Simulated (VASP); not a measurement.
An input for Quantum ESPRESSO's pw.x (written as the equivalent of a VASP run, and not itself run):

```
&CONTROL
  calculation = 'scf'
  pseudo_dir = './pseudo'
  outdir = './out'
  tprnfor = .true.
  tstress = .true.
/
&SYSTEM
  ibrav = 0
  nat = 1
  ntyp = 1
  ecutwfc = 56.6
  occupations = 'smearing'
  smearing = 'fermi-dirac'
  degauss = 0.009996
  input_dft = 'pbe'
/
&ELECTRONS
  conv_thr = 7.3e-08
  electron_maxstep = 100
/
ATOMIC_SPECIES
  Ba 137.327 Ba.upf
CELL_PARAMETERS angstrom
    -2.4598000    2.4598000    2.4598000
     2.4598000   -2.4598000    2.4598000
     2.4598000    2.4598000   -2.4598000
ATOMIC_POSITIONS crystal
  Ba   0.0000000  0.0000000  0.0000000
K_POINTS automatic
  8 8 8 0 0 0
```

Write the VASP files for the same calculation (PBE).

One answer among several that fit: 
File KPOINTS:
```
Regular mesh
0
Gamma
 8 8 8
0 0 0
```

### INCAR
```
ALGO=Normal
EDIFF=1E-6
ENCUT=300
GGA=PE
ISIF=2
ISMEAR=-1
LASPH=.True.
LCHARG=.False.
LMAXMIX=4
LREAL=.False.
LWAVE=.False.
NELM=100
PREC=Accurate
SIGMA=0.136
SYSTEM=Ba
```

**POSCAR**
```
Ba
1
   -2.4598000000     2.4598000000     2.4598000000
    2.4598000000    -2.4598000000     2.4598000000
    2.4598000000     2.4598000000    -2.4598000000
Ba
1
Direct
  0.0000000000   0.0000000000   0.0000000000
```

POTCAR, in this order: Ba_sv (PBE.64 set). Program: vasp_std.

The two are equivalent in intent, not identical: the potentials are each code's own (VASP's PAW set, PseudoDojo norm-conserving files in pw.x), so ENCUT and ecutwfc are chosen apart and not converted; conv_thr bounds pw.x's estimated SCF error, while EDIFF bounds the energy change between steps.

The structure is a typed Ba crystal. The cell was not relaxed at this level, and its volume differs by -5.9 % from the start's.
